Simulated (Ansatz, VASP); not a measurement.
**Se (Selenium): VASP beside Ansatz**

One calculation is typed for both programs; each brings its own data sets. How far apart do they land? The cell is taken from a series of runs on this material, whose earlier steps may have relaxed, scaled, displaced or heated it; both programs get it as it stands.

Main program and level: Ansatz 0.2.0; plane waves, with VASP 6.6.1 beside it; zone-centre phonons at PBE with D3(BJ).

### 1. Set-up

The structure is trigonal, space group P3_121 (No. 152). Conventional cell: a = 4.066 Å, b = 4.066 Å, c = 5.130 Å, α = 90.00°, β = 90.00°, γ = 120.00°. Nearest to Se lie 2 Se at 2.44 Å.

### 2. Ansatz: zone-centre phonons, PBE with D3(BJ)

Ansatz runs on its PAW soft_1 files.

Second derivatives magnify differences that forces hide, and they need a tight electronic threshold.

File input.yaml:

```yaml
crystal:
  lattice:
    - [4.0657137482, 0.0, 0.0]
    - [-2.0328568741, 3.5210113905, 0.0]
    - [0.0, 0.0, 5.1296543817]
  atoms:
    - { symbol: Se, position: [0.2474312406, 0.0, 0.3333333333] }
    - { symbol: Se, position: [0.0, 0.2474312406, 0.6666666667] }
    - { symbol: Se, position: [0.7525687594, 0.7525687594, 0.0] }
kpoints:
  mp_grid: { grid: [9, 9, 6] }
hamiltonian:
  xc: pbe
  dispersion: d3bj
  pseudopotentials: { kind: paw, azcp: { folder: soft_1 } }
scf:
  occupations: { method: fixed }
output:
  eigenvalues: true
phonons:
  method: dfpt
```

The run is started by

```console
ansatz run input.yaml --threads 8 --pin off --max-ram 16384MiB --backend cpu --events-out ev --progress --plain --runs-dir out
```

Numbers of over 12 decimals in the logs are rounded to 6 here.

The log of the run:

```text
zone centre: on kpoints.mp_grid the ground state, and the responses unless they are solved on pairs of k-points, stand on 140 of the mesh's 486 k-points, reduced under 2 symmetry operations, with k and −k counted as one. Each operation leaves every solved displacement unchanged or reverses it
Engine: ansatz 0.2.0, aarch64-unknown-linux-gnu
Pseudopotentials: kind: paw
Pseudopotential: Se, paw, valence charge 16, recommended cutoff 420 eV (normal), soft_1/Se.paw.azcp
Functional definition: PBE
  parameter kappa = 0.804
  parameter beta = 0.066725
  exchange = pbe_x(kappa = kappa, mu = beta*pi^2/3)
  correlation = pbe_c(beta = beta)
Crystal: 3 atoms, lattice volume = 73.433 Å³
Basis set: ecut = 420 eV, 1421 PW (Γ), exchange–correlation on 60×60×72 points (8 copies of the dense FFT grid, shifted against one another)
Bands: 29, of which v1, the nominal top of the filled ones, is band 24 counted from 1 (23 counted from 0)
Symmetry: 6 space group operations
k-points: 140 of 486 (irreducible under 2 space group operations, time reversal used)
Non-local potential: Se, projectors of the file, l = 0: 2, l = 1: 2, l = 2: 3, l = 3: 1
PAW form: soft (Blöchl's): semilocal exchange-correlation on the pseudo side does not see the compensation charge
PAW one-centre angular grid: Se, 590 points (default); XC on 64 Gauss nodes
Initial density: superposition of atomic densities (chi_scale 0.1, normalization cell)
Initial wavefunctions: pseudopotential atomic-orbital guess
Functional: x = pbe(κ = 0.804, μ = 0.219515), c = pbe(β = 0.066725)
SCF iter   1: F=—  HF=-16408.301460 eV  |F-HF|=—  |Δ(HF+E_count)|=         —  Δρ=2.66e-2  dr2=3.09e-1  ethr=3.10e-3  ⟨swp⟩=5.0  Hψ=14512  notcnv=0  defer=289
preconditioner: auto → Resta (q_TF=auto, 2.542 Å⁻¹)  ε∞=4.1  [insulator: Δε(μ)=0.640 eV  Ē_g=10.410 eV  n_scr=22 (ndim 8)  ℏωp=18.4 eV  f_vac=0.021  ε∞_Penn≈4.1]
SCF iter   2: F=—  HF=-16408.259464 eV  |F-HF|=—  |Δ(HF+E_count)|=   4.20e-2  Δρ=1.49e-2  dr2=9.78e-2  ethr=6.44e-4  ⟨swp⟩=2.0  Hψ=5464  notcnv=0  defer=411
SCF iter   3: F=—  HF=-16408.248418 eV  |F-HF|=—  |Δ(HF+E_count)|=   1.10e-2  Δρ=1.47e-3  dr2=1.19e-3  ethr=2.04e-4  ⟨swp⟩=2.5  Hψ=5223  notcnv=0  defer=416
SCF iter   4: F=—  HF=-16408.249221 eV  |F-HF|=—  |Δ(HF+E_count)|=   8.03e-4  Δρ=4.19e-4  dr2=9.44e-5  ethr=2.49e-6  ⟨swp⟩=2.0  Hψ=7562  notcnv=0  defer=418
SCF iter   5: F=—  HF=-16408.249195 eV  |F-HF|=—  |Δ(HF+E_count)|=   2.65e-5  Δρ=1.68e-4  dr2=2.30e-5  ethr=1.97e-7  ⟨swp⟩=2.0  Hψ=7556  notcnv=0  defer=418
SCF iter   6: F=—  HF=-16408.249229 eV  |F-HF|=—  |Δ(HF+E_count)|=   3.40e-5  Δρ=4.30e-5  dr2=1.61e-6  ethr=4.79e-8  ⟨swp⟩=2.0  Hψ=5180  notcnv=0  defer=141
SCF iter   7: F=—  HF=-16408.249232 eV  |F-HF|=—  |Δ(HF+E_count)|=   2.92e-6  Δρ=9.32e-6  dr2=5.10e-8  ethr=3.35e-9  ⟨swp⟩=2.0  Hψ=5180  notcnv=0  defer=140
SCF iter   8: F=—  HF=-16408.249232 eV  |F-HF|=—  |Δ(HF+E_count)|=   1.09e-7  Δρ=1.61e-6  dr2=1.33e-9  ethr=1.06e-10  ⟨swp⟩=2.0  Hψ=5180  notcnv=0  defer=140
SCF iter   9: F=-16408.249232 eV  HF=-16408.249232 eV  |F-HF|=8.00e-11  |Δ(HF+E_count)|=   2.46e-9  Δρ=3.25e-7  dr2=4.72e-11  ethr=1.00e-12  ⟨swp⟩=11.3  Hψ=26329  notcnv=0
SCF 1 converged in 9 iterations: F = -16408.249232 eV  dr2 = 4.72e-11
  greatest PAW one-centre occupation: 1.000 electrons in one spin orbital (limit 2), on the Se atom at site 2 (counted from 0), in its partial waves of l = 2
DFPT response loops at Γ: preconditioner auto → Resta (q_TF=auto, 2.542 Å⁻¹)  ε∞=10.6 (no band partly filled); β = 1.00, the filter's whole step (`scf.mixing.beta` (0.50) is not read by the response loops at its default; to damp them type it under 1.00, their step now; it binds the ground state too); Broyden in place of MSR1
SCF converged after 9 iterations
Free energy (F): -16408.249232 eV
Harris-Foulkes:  -16408.249232 eV  (|F-HF|=8.00e-11)
Internal energy: -16408.249232 eV  (E = F + TS)
E sigma→0 (E₀):  -16408.249232 eV
Fermi energy:    7.959735 eV
--- Per-component energies (eV) ---
  E_band       = -1180.941425
  E_kinetic    = 328.658350
  E_local      = -7871.068650  (includes V_loc(G=0)·N_el)
  E_nonlocal   = -1060.337214
  E_hartree    = 4128.933003
  E_xc         = -253.982199
  E_vxc        = -269.359620  (∫ρ·V_xc dr)
  E_paw        = -6391.185470  (= ΣΔE_a)
  E_vpaw       = -566.699283  (= ΣTr[D̂ρ^β])
  E_aug_tail   = -0.001139  (compensation charges beyond the density's cutoff)
  E_ewald      = -5288.196200
  E_disp       = -1.069713  (pairwise vdW)
  E_smearing   = -0.000000  (= −TS)
  E_closure    = -0.000000  (closes the sum)
  Σ components = -16408.249232   (vs F -16408.249232, Δ=0.00e0)
--- Band table (eV; the first three rows and the last of 140) ---
  k-point 0: bands = [... 20 lower, 4.5269, 6.1065, 6.1065, 7.4417, 9.4386, 9.4386, 10.0269, 14.3978, ... 1 higher]
  k-point 1: bands = [... 20 lower, 4.8637, 6.0910, 6.2719, 7.3386, 9.2518, 9.2699, 9.7432, 14.3818, ... 1 higher]
  k-point 2: bands = [... 20 lower, 4.9930, 6.2696, 6.4902, 7.0402, 8.9594, 9.0135, 9.2425, 13.9127, ... 1 higher]
  k-point 139: bands = [... 20 lower, 3.3086, 6.4233, 6.8806, 7.3041, 9.2452, 10.4259, 10.6441, 14.2702, ... 1 higher]
--- Phonons (Γ-DFPT): 3 representative perturbations + reference, on 140 of 486 k-points (Σ response iterations 9) ---
  k mesh reduced under 2 symmetry operations, with k and −k counted as one. Each operation leaves every solved displacement unchanged or reverses it
  ASR residual: 7.623e-5 → 0.000e0 eV/Å²; symmetrization residual: 1.480e-6 eV/Å²
  pairwise dispersion correction: d3bj (s6 = 1.0, s8 = 0.7875, a1 = 0.4289, a2_bohr = 4.4407), with the weights of each atom's references fixed at the reference crystal's, and the forces and stress that the weights' published response gives there kept as a pressure on the atom's counted neighbours (hamiltonian.dispersion)
  ASR residual per site (eV/Å²): 7.62e-5 7.62e-5 7.62e-5
  Γ frequencies (cm⁻¹): 0.00 0.00 0.00 125.36 138.05 138.05 189.21 202.64 202.64
  non-analytic LO–TO correction: not included (Born effective charges unavailable; polar crystals: no LO–TO splitting at Γ)
```

In the SCF lines HF is the Harris–Foulkes energy and dr2 the Hartree energy of the density residual, in eV; the loop may stop once dr2 is under the threshold and the program's other checks hold. Hψ counts applications of the Hamiltonian.

### 3. VASP: zone-centre phonons, PBE with D3(BJ)

The same cell, functional and mesh now go to VASP, with its own data sets.

Lines of VASP's logs that name or quote its potential files are left out, and so is its time.

File INCAR:

```
SYSTEM = Se
PREC = Accurate
ENCUT = 500
EDIFF = 1E-08
NELM = 120
ISMEAR = 0
SIGMA = 0.01
LREAL = .FALSE.
ALGO = Normal
GGA = PE
IVDW = 12
NBANDS = 15
LORBIT = 11
LWAVE = .FALSE.
LCHARG = .FALSE.
ISIF = 2
IBRION = 6
NFREE = 2
POTIM = 0.015
NSW = 1
LASPH = .TRUE.
GGA_COMPAT = .FALSE.
EFERMI = MIDGAP
KPAR = 2
```

File POSCAR:

```
Se
1.0
    4.0657137482      0.0000000000      0.0000000000
   -2.0328568741      3.5210113905      0.0000000000
    0.0000000000      0.0000000000      5.1296543817
Se
3
Direct
    0.2474312406      0.0000000000      0.3333333333
    0.0000000000      0.2474312406      0.6666666667
    0.7525687594      0.7525687594      0.0000000000
```

File KPOINTS:

```
Automatic mesh
0
Gamma
9 9 6
0 0 0
```

PAW data sets: Se (PBE family, release 64).

The run is started by

```console
mpirun -np 2 vasp_std
```

The log of the run:

```text
[banner, memory and clock lines left out]
running    2 mpi-ranks, on    1 nodes
 distrk:  each k-point on    1 cores,    2 groups
 distr:  one band on    1 cores,    1 groups

 POSCAR found type information on POSCAR Se
 POSCAR found :  1 types and       3 ions
 LDA part: xc-table for (Slater+PW92), standard interpolation
 POSCAR, INCAR and KPOINTS ok, starting setup
 FFT: planning ... GRIDC
 FFT: planning ... GRID_SOFT
 FFT: planning ... GRID
 WAVECAR not read
 entering main loop
       N       E                     dE             d eps       ncg     rms          rms(c)
DAV:   1     0.799875467076E+02    0.79988E+02   -0.71674E+03  1860   0.974E+02
DAV:   2    -0.557493008852E+01   -0.85562E+02   -0.81629E+02  2485   0.161E+02
DAV:   3    -0.104448009811E+02   -0.48699E+01   -0.48496E+01  2224   0.438E+01
DAV:   4    -0.104775867818E+02   -0.32786E-01   -0.32780E-01  2448   0.430E+00
DAV:   5    -0.104778027636E+02   -0.21598E-03   -0.21598E-03  2329   0.339E-01    0.692E+00
DAV:   6    -0.104354523054E+02    0.42350E-01   -0.30304E-02  2315   0.118E+00    0.427E+00
DAV:   7    -0.104230122351E+02    0.12440E-01   -0.60216E-02  2224   0.164E+00    0.181E-01
DAV:   8    -0.104222799181E+02    0.73232E-03   -0.92166E-03  2098   0.616E-01    0.103E-01
DAV:   9    -0.104223582618E+02   -0.78344E-04   -0.24902E-04  2574   0.112E-01    0.354E-02
DAV:  10    -0.104223842909E+02   -0.26029E-04   -0.40822E-05  2273   0.463E-02    0.743E-03
DAV:  11    -0.104223861561E+02   -0.18652E-05   -0.85689E-06  2539   0.186E-02    0.371E-03
DAV:  12    -0.104223859087E+02    0.24736E-06   -0.20681E-06  2413   0.947E-03    0.208E-03
DAV:  13    -0.104223858312E+02    0.77534E-07   -0.26646E-07  2525   0.309E-03    0.392E-04
DAV:  14    -0.104223858513E+02   -0.20107E-07   -0.22817E-08  2357   0.958E-04    0.186E-04
DAV:  15    -0.104223858580E+02   -0.66750E-08   -0.30641E-10  1469   0.124E-04
   1 F= -.11491853E+02 E0= -.11491853E+02  d E =0.000000E+00
[...]
2 F= -.11491519E+02 E0= -.11491519E+02  d E =0.000000E+00
[...]
3 F= -.11490933E+02 E0= -.11490933E+02  d E =0.000000E+00
[...]
4 F= -.11491452E+02 E0= -.11491452E+02  d E =0.000000E+00
[...]
5 F= -.11491452E+02 E0= -.11491452E+02  d E =0.000000E+00
[...]
6 F= -.11490992E+02 E0= -.11490992E+02  d E =0.000000E+00
 Finite differences progress:
  Degree of freedom:   3/  3
  Displacement:        1/  2
  Total:               5/  6
 bond charge predicted
       N       E                     dE             d eps       ncg     rms          rms(c)
DAV:   1    -0.104206183788E+02    0.90850E-03   -0.36873E-01  7474   0.324E+00    0.253E-01
DAV:   2    -0.104215422443E+02   -0.92387E-03   -0.14939E-02  9756   0.728E-01    0.129E-01
DAV:   3    -0.104215326778E+02    0.95665E-05   -0.38724E-04  8615   0.131E-01    0.600E-02
DAV:   4    -0.104215254970E+02    0.71808E-05   -0.49825E-05 10113   0.448E-02    0.160E-02
DAV:   5    -0.104215255662E+02   -0.69206E-07   -0.66010E-06  9364   0.191E-02    0.485E-03
DAV:   6    -0.104215257091E+02   -0.14286E-06   -0.10386E-06  9567   0.646E-03    0.240E-03
DAV:   7    -0.104215257785E+02   -0.69441E-07   -0.25164E-07  9224   0.318E-03    0.583E-04
DAV:   8    -0.104215257829E+02   -0.43932E-08   -0.26800E-08  9156   0.116E-03
   7 F= -.11490991E+02 E0= -.11490991E+02  d E =0.000000E+00
 Finite differences progress:
  Degree of freedom:   3/  3
  Displacement:        2/  2
  Total:               6/  6
```

(Continued in part 2 of 2.)

[Lines on the potential files, build, host, timing and source positions are cut from VASP's logs without a mark.]

[Logs are printed without paths, hosts, clocks, repeated set-up lines and the standing remarks that a program may print on its own settings, such as how far it seeks lower states.]

[Hosts, paths, dates, database ids (printed as entryN), source tags and the programs' standing remarks are cut or masked in the printed files.]
